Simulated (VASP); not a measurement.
Given:

```
CELL_PARAMETERS angstrom
      0.00000     2.94745     2.94745
      2.94745     0.00000     2.94745
      2.94745     2.94745     0.00000
ATOMIC_POSITIONS crystal
  Pb 0.00000 0.00000 0.00000
  F  0.25000 0.25000 0.25000
  F  0.75000 0.75000 0.75000
```

Computed with PBEsol GGA, VASP's PBE PAW potentials (set 64) (plane waves; VASP). Run with 520 eV cut-off, 7×7×7 Γ-centred mesh, Gaussian smearing of 0.050 eV, potentials Pb_d F.

Estimate the energy per atom (σ→0).

```yaml
energy per atom (σ→0): -4.979 eV/atom
```

The compound is PbF2 in the fluorite structure, the β form. It was relaxed first.
